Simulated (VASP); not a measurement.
Consider the following.

```
CELL_PARAMETERS angstrom
      1.96345    -3.40079     0.00000
      1.96345     3.40079     0.00000
      0.00000     0.00000     5.11943
ATOMIC_POSITIONS crystal
  Ni 0.00000 0.00000 0.50000
  Ni 0.00000 0.00000 0.00000
  Sb 0.33333 0.66667 0.25000
  Sb 0.66667 0.33333 0.75000
```

These are r2SCAN meta-GGA, VASP's PBE PAW potentials (set 64) (plane waves; VASP 6.6.1) values and carry that method's errors. Numerical set-up: 480 eV cut-off, 8×8×6 Γ-centred mesh, first-order Methfessel-Paxton smearing of 0.10 eV, potentials Ni Sb.

Unless said otherwise, spin-orbit coupling is left out, though it shifts the bands of the heavy elements here.

Problem. Predict the energy per atom (σ→0), band gap (on the k-mesh) with the smallest direct gap where there is one.

Solution. 
```
Item                                                        Result
------------------------  ----------------------------------------
band gap (on the k-mesh)  none (metal, semimetal or under 0.01 eV)
energy per atom (σ→0)                              -19.089 eV/atom
```

The absolute energy has meaning only against runs of the same code, potentials and settings.

The compound is NiSb in the NiAs type structure. It was relaxed first. The run is not spin-polarised, so no magnetic state was tried.
